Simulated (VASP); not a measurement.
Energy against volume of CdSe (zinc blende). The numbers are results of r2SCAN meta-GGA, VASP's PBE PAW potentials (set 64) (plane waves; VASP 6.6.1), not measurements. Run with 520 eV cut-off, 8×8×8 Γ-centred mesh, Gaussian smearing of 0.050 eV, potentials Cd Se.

```json
[
 {"V (Å³/atom)": "27.235", "E (eV/atom)": "-17.93895"},
 {"V (Å³/atom)": "28.104", "E (eV/atom)": "-17.95345"},
 {"V (Å³/atom)": "28.973", "E (eV/atom)": "-17.95797"},
 {"V (Å³/atom)": "29.843", "E (eV/atom)": "-17.95407"}
]
```

Task: Fit these four points and predict the energy of the run at 30.712 Å³/atom.

Result: A cubic in V^(−2/3), the third-order Birch-Murnaghan form, passes through the four points with V0 = 28.98 Å³/atom and B0 = 52 GPa, and gives -17.9431 eV/atom there. The run gave -17.9430 eV/atom, +0.0 meV/atom from the fit; all five points give B0 = 52 GPa.

The compound is CdSe in the zinc blende structure, whereas wurtzite is the usual form. It was relaxed first.
